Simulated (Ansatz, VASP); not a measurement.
## InC3S: VASP beside Ansatz

```xyz
5
Lattice="3.7675 0.0000 0.0000 0.0000 3.7675 0.0000 0.0000 0.0000 3.7675" Properties=species:S:1:pos:R:3 pbc="T T T"
In    0.0000    0.0000    0.0000
C     0.0000    1.8837    1.8837
C     1.8837    1.8837    0.0000
C     1.8837    0.0000    1.8837
S     1.8837    1.8837    1.8837
```

Change from the starting cell: species swapped into the HoBRh3 type (Pm-3m, No. 221).

Alike in both runs: functional PBE; k mesh 10 × 10 × 10; occupations gaussian, width 0.1 eV; no spin polarisation.

Ansatz relaxed the structure, and its values are those at the end. VASP's run is a single point on that final structure, the one shown.

|  | VASP | Ansatz |
| --- | --- | --- |
| version | VASP 6.6.1 | Ansatz 0.2.0 |
| potentials or method | VASP PAW PBE potentials, release 64 (In_d, C, S) | scalar-relativistic, plane waves, PAW |
| plane-wave cutoff (eV) | 520 | 420 |
| valence electrons in the cell | 31 | 31 |

Ansatz gave:

| Item | Value |
| --- | --- |
| gap on the k mesh at the Fermi level (eV) | none |
| pressure (GPa) | 0.0 |

Q: Which values does VASP return?

A: gap on the k mesh at the Fermi level (eV): none; pressure (GPa): -0.1.

A gap of «none» marks a metal or a gap that the smearing closes. With one functional, cell and mesh, what is left measures potentials, basis and numerics.
